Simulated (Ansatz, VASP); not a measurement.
# LaCoSi3 (I4mm, 5 atoms in the cell) computed with different codes at matched settings

Self-consistent single point.

```
LaCoSi3
1.0
   -2.05600     2.05600     4.75963
    2.05600    -2.05600     4.75963
    2.05600     2.05600    -4.75963
La Co Si
1 1 3
Direct
  0.00496   0.00496   0.00000
  0.66193   0.66193   0.00000
  0.42530   0.42530   0.00000
  0.26141   0.76141   0.50000
  0.76141   0.26141   0.50000
```

Shared settings, as Ansatz (an electronic-structure program) writes them: kpoints.mp_grid.grid = 8 8 8; magnetization.spin_orbit = true; scf.occupations.method = fermi_dirac; scf.occupations.width = 0.1 eV. Potentials and cutoffs stand in the table.

| code | model | pressure (GPa) | largest force (eV/Å) | cutoff |
|---|---|---|---|---|
| VASP | PBEsol, spin-orbit coupling, VASP's PBE PAW potentials (set 64) | 2.16 | 0.100 | 300 eV |
| Ansatz | PBEsol with spin-orbit coupling, PAW files made with PBE | 2.24 | 0.087 | default |

Size of the force on each atom (eV/Å): Sizes of forces hide their directions.

```csv
code,La1,Co2,Si3,Si4,Si5
VASP,0.087,0.100,0.056,0.021,0.021
Ansatz,0.081,0.087,0.054,0.024,0.024
```

The spread over the programs that give each value: pressure within 0.08 GPa; largest force within 0.013 eV/Å.

Ansatz's pressure is given at a fixed set of plane waves, as the other plane-wave codes print theirs; with its correction for the finite basis it is 2.28 GPa.

VASP's run is marked for a possible Pulay error in its stress at this cutoff; no cutoff test was made.

The starting cell comes from a database of computed structures (which also holds hypothetical and non-ambient phases and stackings), without a prior relaxation at this level. Its lattice was rescaled by a random factor within 2.5 % of one.

Keys are those of Ansatz 0.2.
